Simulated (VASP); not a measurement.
Consider the following.

```
KF
1.0
    0.00000     2.65895     2.65895
    2.65895     0.00000     2.65895
    2.65895     2.65895     0.00000
K F
1 1
Cartesian
  0.00000   0.00000   0.00000
  2.65895   2.65895   2.65895
```

All values below come from r2SCAN meta-GGA, VASP's PBE PAW potentials (set 64) (plane waves; VASP). Run with 520 eV cut-off, 10×10×10 Γ-centred mesh, tetrahedra with Blöchl corrections, potentials K_sv F.

Q: Tabulate the total density of states (states/eV per cell) against energy (eV; zero at the valence-band maximum or, without a gap, the Fermi level).

A: 
```
E (eV) | DOS (states/eV)
    -9.94 | ########### 5.89
    -9.46 |  0.05
    -8.86 |  0.00
    -8.38 |  0.00
    -7.90 |  0.00
    -7.42 |  0.00
    -6.82 |  0.00
    -6.34 |  0.00
    -5.86 |  0.00
    -5.38 |  0.00
    -4.78 |  0.00
    -4.30 |  0.00
    -3.82 |  0.00
    -3.34 |  0.00
    -2.74 |  0.00
    -2.26 |  0.00
    -1.78 |  0.00
    -1.30 |  0.00
    -0.70 | ### 1.40
    -0.22 | ############################## 15.9
     0.26 |  0.00
     0.74 |  0.00
     1.34 |  0.00
     1.82 |  0.00
     2.30 |  0.00
     2.78 |  0.00
     3.38 |  0.00
     3.86 |  0.00
     4.34 |  0.00
     4.82 |  0.00
     5.42 |  0.00
     5.90 |  0.00
     6.38 |  0.00
     6.86 |  0.00
     7.46 |  0.08
     7.94 |  0.14
     8.42 |  0.20
     8.90 | # 0.44
     9.50 | ## 1.29
     9.98 | ##### 2.71
```
Within 2 eV below the valence-band maximum the largest weight inside VASP's projection spheres is F p.

The compound is KF in the rock salt structure. It was relaxed first.
